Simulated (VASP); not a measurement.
OSZICAR of a VASP run on HfC (rock salt):

File OSZICAR:
```
       N       E                     dE             d eps       ncg     rms          rms(c)
DAV:   1     0.246295001951E+02    0.24630E+02   -0.78985E+03  1856   0.122E+03
DAV:   2    -0.216953779080E+02   -0.46325E+02   -0.43806E+02  2333   0.218E+02
DAV:   3    -0.233543403214E+02   -0.16590E+01   -0.16437E+01  2460   0.319E+01
DAV:   4    -0.233679637328E+02   -0.13623E-01   -0.13578E-01  2206   0.300E+00
DAV:   5    -0.233681412913E+02   -0.17756E-03   -0.17749E-03  2391   0.280E-01    0.592E+01
DAV:   6    -0.203324369867E+02    0.30357E+01   -0.19103E+01  2060   0.228E+01    0.419E+01
DAV:   7    -0.202869801088E+02    0.45457E-01   -0.55038E-01  2127   0.594E+00    0.245E+01
DAV:   8    -0.202835818678E+02    0.33982E-02   -0.46941E-02  2054   0.225E+00    0.531E+00
DAV:   9    -0.202785843250E+02    0.49975E-02   -0.24192E-02  2100   0.936E-01    0.179E+00
DAV:  10    -0.202784205806E+02    0.16374E-03   -0.79621E-04  2191   0.250E-01    0.313E-01
DAV:  11    -0.202784166669E+02    0.39137E-05   -0.16607E-04  2127   0.944E-02    0.856E-02
DAV:  12    -0.202784136419E+02    0.30250E-05   -0.73102E-06  2150   0.243E-02    0.660E-02
DAV:  13    -0.202784127929E+02    0.84906E-06   -0.61334E-07  2254   0.761E-03    0.236E-03
DAV:  14    -0.202784127843E+02    0.85447E-08   -0.77114E-09  1080   0.990E-04
   1 F= -.20278413E+02 E0= -.20278287E+02  d E =-.376333E-03
```

**Question.** Which electronic solver shows in the log?

**Answer.** It is blocked Davidson (ALGO = Normal, or the opening steps of other solvers). The INCAR had ALGO = Normal.

**Question.** Can the final energy be trusted as converged?

**Answer.** The calculation finished and met its thresholds. It stopped with EDIFF = 1E-7, NELM = 100 (revPBE GGA, plane waves, VASP's PBE PAW potentials (set 64)).

The compound is HfC in the rock salt structure. This cell is one point of a volume scan, at 0.97 of the reference volume.
